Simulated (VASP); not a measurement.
Here is the system:

```yaml
crystal:
  lattice:
    - [0.00000, 2.93500, 2.93500]
    - [2.93500, 0.00000, 2.93500]
    - [2.93500, 2.93500, 0.00000]
  atoms:
    - { symbol: In, position: [0.00000, 0.00000, 0.00000] }
    - { symbol: P, position: [0.25000, 0.25000, 0.25000] }
```

Computed with SCAN meta-GGA, VASP's PBE PAW potentials (set 64) (plane waves; VASP). Numerical set-up: 400 eV cut-off, 7×7×7 Γ-centred mesh, Gaussian smearing of 0.050 eV, potentials In_d P.

Unless said otherwise, spin-orbit coupling is left out, though it shifts the bands of the heavy elements here.

Q: Estimate the energy per atom (σ→0), band gap (on the k-mesh) with the smallest direct gap where there is one.

A: 
```yaml
band gap (on the k-mesh): 1.04 eV
smallest direct gap (on the k-mesh): 1.04 eV
energy per atom (σ→0): -22.181 eV/atom
```

The compound is InP in the zinc blende structure. The cell was not relaxed at this level. The run is one of a series of settings (GGA removed, LMIXTAU = .TRUE., METAGGA = SCAN against the base run), some of them coarse on purpose.
